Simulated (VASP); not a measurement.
Input:

```
PbTe
1.0
   13.12006     0.00000     0.00000
    0.00000    13.12006     0.00000
    0.00000     0.00000    13.12006
Te Pb
32 32
Direct
  0.75000   0.25000   0.25000
  0.00000   0.50000   0.25000
  0.00000   0.25000   0.50000
  0.25000   0.25000   0.25000
  0.50000   0.50000   0.25000
  0.75000   0.75000   0.25000
  0.00000   0.00000   0.25000
  0.50000   0.25000   0.50000
  0.75000   0.50000   0.50000
  0.00000   0.75000   0.50000
  0.75000   0.25000   0.75000
  0.00000   0.50000   0.75000
  0.00000   0.25000   0.00000
  0.25000   0.75000   0.25000
  0.50000   0.00000   0.25000
  0.25000   0.50000   0.50000
  0.50000   0.75000   0.50000
  0.75000   0.00000   0.50000
  0.25000   0.25000   0.75000
  0.50000   0.50000   0.75000
  0.75000   0.75000   0.75000
  0.00000   0.00000   0.75000
  0.50000   0.25000   0.00000
  0.75000   0.50000   0.00000
  0.00000   0.75000   0.00000
  0.25000   0.00000   0.50000
  0.25000   0.75000   0.75000
  0.50000   0.00000   0.75000
  0.25000   0.50000   0.00000
  0.50000   0.75000   0.00000
  0.75000   0.00000   0.00000
  0.25000   0.00000   0.00000
  0.50000   0.00000   0.00000
  0.75000   0.25000   0.00000
  0.75000   0.00000   0.25000
  0.00000   0.00000   0.00000
  0.25000   0.25000   0.00000
  0.50000   0.50000   0.00000
  0.75000   0.75000   0.00000
  0.25000   0.00000   0.25000
  0.50000   0.25000   0.25000
  0.75000   0.50000   0.25000
  0.50000   0.00000   0.50000
  0.75000   0.25000   0.50000
  0.75000   0.00000   0.75000
  0.00000   0.50000   0.00000
  0.25000   0.75000   0.00000
  0.00000   0.25000   0.25000
  0.25000   0.50000   0.25000
  0.50000   0.75000   0.25000
  0.00000   0.00000   0.50000
  0.25000   0.25000   0.50000
  0.50000   0.50000   0.50000
  0.75000   0.75000   0.50000
  0.25000   0.00000   0.75000
  0.50000   0.25000   0.75000
  0.75000   0.50000   0.75000
  0.00000   0.75000   0.25000
  0.00000   0.50000   0.50000
  0.25000   0.75000   0.50000
  0.00000   0.25000   0.75000
  0.25000   0.50000   0.75000
  0.50000   0.75000   0.75000
  0.00000   0.75000   0.75000
```

Computed with PBE GGA, VASP's PBE PAW potentials (set 64) (plane waves; VASP). Run with PREC = Normal, LREAL = Auto, EDIFF = 1E-5, 400 eV cut-off, 1×1×1 Γ-centred mesh, Gaussian smearing of 0.050 eV, potentials Te Pb.

The supercell is sampled at Γ alone, which is coarse: total energies, pressure and levels can be off, energies of defects by several tenths of an eV.

Problem. Predict the energy per atom (σ→0), pressure.

Solution. 
```json
{
  "energy per atom (σ→0)": "-3.493 eV/atom",
  "pressure": "1.55 GPa"
}
```

The cell is a supercell, built from PbTe (rock salt).
